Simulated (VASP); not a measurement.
The system is C.

```
C
1.0
     2.46100    0.00000    0.00000
    -1.23050    2.13129    0.00000
     0.00000    0.00000    8.04960
C
4
Direct
  0.00000 0.00000 0.25000
  0.33333 0.66667 0.25000
  0.00000 0.00000 0.75000
  0.66667 0.33333 0.75000
```

The cell was built by a generator and needn't be a form met in nature.

Program: VASP 6.6.1. Alike in all runs: task single point; no spin polarisation; cell as given; k mesh 16 × 16 × 4; cutoff (eV) 520; smearing fermi-dirac 0.05 eV.

Problem. Order these runs on this cell by their pressure, lowest first.
A. level LDA; potentials or basis VASP PAW LDA potentials, release 64 (C)
B. level SCAN; potentials or basis VASP PAW PBE potentials, release 64 (C)
C. level vdW-DF; potentials or basis VASP PAW PBE potentials, release 64 (C)
D. level optB86b-vdW; potentials or basis VASP PAW PBE potentials, release 64 (C)

Solution. A (-4.3 GPa), B (-2.5 GPa), D (1.1 GPa), C (4.4 GPa).

Caveats: the PAW data sets were made with another functional, which shifts forces and pressure a little (some runs).

Runs at the PBE level aren't shown here.
